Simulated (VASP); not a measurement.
Consider the following.

```xyz
4
Lattice="1.8851 -4.9721 0.0000 1.8851 4.9721 0.0000 0.0000 0.0000 3.7557" Properties=species:S:1:pos:R:3 pbc="T T T"
Zr     1.8851    -1.4434     0.9389
Zr     1.8851     1.4434     2.8168
Si     1.8851    -4.1950     0.9389
Si     1.8851     4.1950     2.8168
```

Method: PBEsol GGA, VASP's PBE PAW potentials (set 64) (plane waves; VASP). Settings: 300 eV cut-off, 8×8×7 Γ-centred mesh, Gaussian smearing of 0.27 eV, potentials Zr_sv Si.

Q: Give the energies of bands 10 to 19 at the high-symmetry points, in eV from the Fermi level.

A: 
| band | Γ | Y | C0 | Z | A0 | T | S | R |
|---|---|---|---|---|---|---|---|---|
| 10 | -6.88 | -7.59 | -5.75 | -8.83 | -8.47 | -8.48 | -6.03 | -8.53 |
| 11 | -3.37 | -3.15 | -5.38 | -3.79 | -4.27 | -4.74 | -4.69 | -3.94 |
| 12 | -2.58 | -2.84 | -3.53 | -3.79 | -4.27 | -4.74 | -3.81 | -3.94 |
| 13 | -2.53 | -2.28 | -3.21 | -2.60 | -2.85 | -1.94 | -3.48 | -3.13 |
| 14 | -2.45 | -2.14 | -2.43 | -2.60 | -2.85 | -1.94 | -2.54 | -3.13 |
| 15 | -0.78 | -1.78 | -1.02 | -1.98 | -1.28 | -1.22 | -1.28 | -1.32 |
| 16 | 0.47 | 0.46 | -0.46 | -1.98 | -1.28 | -1.22 | -0.45 | -1.32 |
| 17 | 0.52 | 1.14 | 0.20 | 2.67 | 1.78 | 0.60 | 0.52 | 2.49 |
| 18 | 1.15 | 1.20 | 0.80 | 2.67 | 1.78 | 0.60 | 0.99 | 2.49 |
| 19 | 1.49 | 1.44 | 1.48 | 2.91 | 3.29 | 1.46 | 2.25 | 3.33 |

It has no gap at this level: it comes out as a metal or semimetal.

The structure comes from a computed database's ZrSi entry (Cmcm); how it stands against other phases isn't given here. The cell was not relaxed at this level.
